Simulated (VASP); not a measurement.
Here is the system:

```yaml
crystal:
  lattice:
    - [0.00000, 3.72161, 3.72161]
    - [3.72161, 0.00000, 3.72161]
    - [3.72161, 3.72161, 0.00000]
  atoms:
    - { symbol: K, position: [0.25000, 0.25000, 0.25000] }
    - { symbol: K, position: [0.75000, 0.75000, 0.75000] }
    - { symbol: S, position: [0.00000, 0.00000, 0.00000] }
```

The numbers are results of optB88-vdW, VASP's PBE PAW potentials (set 64) (plane waves; VASP 6.6.1), not measurements. Run with 520 eV cut-off, 5×5×5 Γ-centred mesh, Gaussian smearing of 0.050 eV, potentials K_sv S.

Q: What does the run give for the energy per atom (σ→0)?

A: 
energy per atom (σ→0): -1.249 eV/atom

Only differences to runs with the same potentials and settings are physical.

The compound is K2S in the antifluorite structure. This cell is one point of a volume scan, at 1.03 of the reference volume.
